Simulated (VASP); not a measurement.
Output of a VASP run:

**OSZICAR**
```
       N       E                     dE             d eps       ncg     rms          rms(c)
DAV:   1     0.356985952124E+02    0.35699E+02   -0.53334E+03  1720   0.126E+03
DAV:   2    -0.136168357481E+02   -0.49315E+02   -0.46211E+02  1702   0.191E+02
DAV:   3    -0.149090270025E+02   -0.12922E+01   -0.12826E+01  1988   0.410E+01
DAV:   4    -0.149316619741E+02   -0.22635E-01   -0.22627E-01  1994   0.488E+00
DAV:   5    -0.149323673265E+02   -0.70535E-03   -0.70534E-03  1902   0.875E-01    0.144E+01
DAV:   6    -0.169987954929E+02   -0.20664E+01   -0.70771E+01  1856   0.132E+02    0.160E+01
DAV:   7    -0.130169094654E+02    0.39819E+01   -0.30674E+01  1856   0.826E+01    0.207E+00
DAV:   8    -0.129941220736E+02    0.22787E-01   -0.22725E-01  1780   0.451E+00    0.123E+00
DAV:   9    -0.129763180740E+02    0.17804E-01   -0.51736E-02  2030   0.319E+00    0.327E-01
DAV:  10    -0.129758108442E+02    0.50723E-03   -0.14953E-03  2268   0.587E-01    0.179E-01
DAV:  11    -0.129757897309E+02    0.21113E-04   -0.31501E-05  1932   0.518E-02    0.181E-02
DAV:  12    -0.129757828485E+02    0.68823E-05   -0.29712E-05  1938   0.839E-02    0.550E-03
DAV:  13    -0.129757828900E+02   -0.41459E-07   -0.37247E-07   928   0.640E-03
   1 F= -.10397721E+02 E0= -.10397517E+02  d E =-.103977E+02
```

### OUTCAR
```
------------------------ aborting loop because EDIFF is reached ----------------------------------------
  FORCE on cell =-STRESS in cart. coord.  units (eV):
  Direction    XX          YY          ZZ          XY          YZ          ZX
  --------------------------------------------------------------------------------------
  Total        2.5628636      2.5628636      2.5628636     -0.0000000      0.0000000      0.0000000
  in kB      198.8209321    198.8209321    198.8209321     -0.0000000      0.0000000      0.0000000
  external PRESSURE =      -1.1790679 kB  Pullay stress =     200.0000000 kB
  volume of cell :       20.65
      direct lattice vectors                 reciprocal lattice vectors
     2.743624397  0.000000000  0.000000000     0.364481378  0.000000000  0.000000000
     0.000000000  2.743624397  0.000000000     0.000000000  0.364481378  0.000000000
     0.000000000  0.000000000  2.743624397     0.000000000  0.000000000  0.364481378
 POSITION                                       TOTAL-FORCE (eV/Angst)
 -----------------------------------------------------------------------------------
      1.37181      1.37181      1.37181         0.000000      0.000000      0.000000
      0.00000      0.00000      0.00000         0.000000      0.000000      0.000000
 -----------------------------------------------------------------------------------
    total drift:                               -0.000000      0.000000     -0.000000
  FREE ENERGIE OF THE ION-ELECTRON SYSTEM (eV)
  ---------------------------------------------------
  free  energy   TOTEN  =       -12.9757828900 eV

  energy  without entropy=      -12.9751717491  energy(sigma->0) =      -12.97557918
  enthalpy is  TOTEN    =       -10.3977207471 eV   P V=        2.5780621429

 reached required accuracy - stopping structural energy minimisation
```
(Selected blocks of OUTCAR.)

POSCAR:
```
CoAl
1
    2.7436243973     0.0000000000    -0.0000000000
   -0.0000000000     2.7436243973    -0.0000000000
   -0.0000000000     0.0000000000     2.7436243973
Al Co
1 1
Direct
  0.5000000000   0.5000000000   0.5000000000
  0.0000000000   0.0000000000   0.0000000000
```

Problem. Reconstruct the remaining input files.

Solution. One answer among several that fit: the input of the run itself, PBEsol GGA, plane waves, VASP's PBE PAW potentials (set 64).

**INCAR**
```
ALGO = Normal
EDIFF = 1E-6
EDIFFG = -0.02
ENCUT = 500
GGA = PS
IBRION = 2
ISIF = 3
ISMEAR = 1
LASPH = .TRUE.
LCHARG = .FALSE.
LMAXMIX = 4
LREAL = .FALSE.
LWAVE = .FALSE.
NELM = 100
NSW = 40
PREC = Accurate
PSTRESS = 200
SIGMA = 0.1
SYSTEM = CoAl
```

**KPOINTS**
```
Regular mesh
0
G
13 13 13
```

POTCAR, in this order: Al Co (PBE.64 set). Program: vasp_std.

The compound is CoAl in the CsCl type structure. It was relaxed first under an external pressure of 20 GPa. The run is not spin-polarised, so no magnetic state was tried.
